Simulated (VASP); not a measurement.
## SrCl2: energy against volume

SrCl2 (fluorite, Fm-3m, 27.617 Å³/atom and stress up to 0.09 GPa in the relaxed cell, cube axes along x, y and z) under an equal strain ε along all three axes. PBEsol in VASP (plane waves, PAW), 480 eV, 8×8×8 Γ-centred mesh, Gaussian smearing 0.05 eV; ions are relaxed, or left where forces stay under 0.02 eV/Å, within the symmetry of each cell.

Here V stands for volume and E for E less E0.

| volume (Å³/atom) | E less E0 (meV/atom) | pressure (GPa) |
|---|---|---|
| 25.9929 | 12.56 | 2.55 |
| 26.3928 | 6.92 | 1.82 |
| 26.7968 | 3.01 | 1.13 |
| 27.2049 | 0.72 | 0.50 |
| 27.6170 | 0.00 | -0.09 |
| 28.0334 | 0.75 | -0.64 |
| 28.4539 | 2.90 | -1.14 |
| 28.8785 | 6.37 | -1.62 |
| 29.3074 | 11.09 | -2.05 |
| 30.1779 | ? | ? |

Taking the third-order Birch-Murnaghan form, a cubic in V^(-2/3) for E over the 9 complete rows: With u = V^(-2/3) - 0.1095, the rows have u = 0.0044629, 0.0033088, 0.0021721, 0.0010525, -0.0000500, -0.0011366, -0.0022068, -0.0032611, -0.0043001. Least squares gives E = 0.002 + 38.2·u + 615203·u² + 1524222·u³. Residuals (row less fit): -0.001, 0.001, 0.007, -0.005, -0.002, -0.001, 0.003, 0.003, -0.002; standard error 0.005 (degrees of freedom: 5). Its minimum lies at u = -0.0000311, so V0 = (0.1094689)^(-3/2) = 27.61. There d²E/du² = 1230000 and d³E/du³ = 9145000, so B0 = (4/9) × 27.61^(-7/3) × 1230000 × 0.160218 = 38.0 GPa (the last factor turns the table's units into GPa), and B0' = 4 + (2/3) × 0.1094689 × (9145000)/1230000 = 4.5. B0' rests on the cubic coefficient alone and has a standard error of 0.1 from these residuals.

Task: Predict the withheld E at V = 30.1779 from the fit, and compare with the calculation.

Result: u = -0.0063330, so E = 0.002 + 38.2 × (-0.0063330) + 615203 × (-0.0063330)² + 1524222 × (-0.0063330)³ = 24.047 meV/atom. The calculation gives 24.03 meV/atom, 0.017 meV/atom below the prediction (0.1 % of the range of E in the table). The row lies outside the fitted rows, so this is an extrapolation. The scatter of the fitted rows lies at the last printed digit.

Other structures, which can take over under pressure, weren't tried. The same form fitted to the pressure column gives B0' = 4.6; series where the two differ by over 0.4 aren't shown. Rows are the converged runs of the series near zero and its far end, less any whose ions stayed unrelaxed beside relaxed ones; series whose fitted rows scatter by over a few per cent of the range, as at a crossing or softening among them, aren't shown in this form.
